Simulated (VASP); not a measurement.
Cd:

```xyz
2
Lattice="2.9789 0.0000 0.0000 -1.4894 2.5798 0.0000 0.0000 0.0000 5.6177" Properties=species:S:1:pos:R:3 pbc="T T T"
Cd    0.0000    1.7199    1.4044
Cd    1.4894    0.8599    4.2132
```

```yaml
Program: VASP 6.6.1
Task: relaxation of cell and atoms
Functional: PBEsol
Potentials_or_basis: VASP PAW PBE potentials, release 64 (Cd)
Cutoff: 600 eV
k_mesh: 15 × 15 × 7
Occupations: methfessel-paxton, width 0.1 eV
Spin: no spin polarisation
```

At the start: pressure -1.4 GPa; volume 21.59 Å³/atom.

How do energy, volume and symmetry change on relaxing?

Over 11 steps the energy falls by 3.4 meV/atom and the volume is 21.19 Å³/atom (-1.8 %); space group P6_3/mmc (No. 194, to 0.05 Å).

Step by step:
```tsv
step	energy change (eV)	largest force (eV/Å)	pressure (GPa)	volume (Å³)
1	0.0000	0.0000	-1.44	43.17
2	-0.0056	0.0000	0.39	41.97
3	-0.0058	0.0000	0.18	42.12
4	-0.0058	0.0000	0.09	42.15
5	-0.0062	0.0000	0.04	42.20
6	-0.0067	0.0000	0.07	42.27
7	-0.0057	0.0000	0.12	42.40
8	-0.0067	0.0000	0.10	42.29
9	-0.0067	0.0000	0.06	42.29
10	-0.0067	0.0000	0.07	42.29
11	-0.0067	0.0000	-0.01	42.38
```

Final structure:
```
Cd
1.0
     2.94129    0.00000    0.00000
    -1.47065    2.54723    0.00000
     0.00000    0.00000    5.65593
Cd
2
Direct
  0.33333 0.66667 0.25000
  0.66667 0.33333 0.75000
```

Caveat: the PAW data sets were made with another functional, which shifts forces and pressure a little.
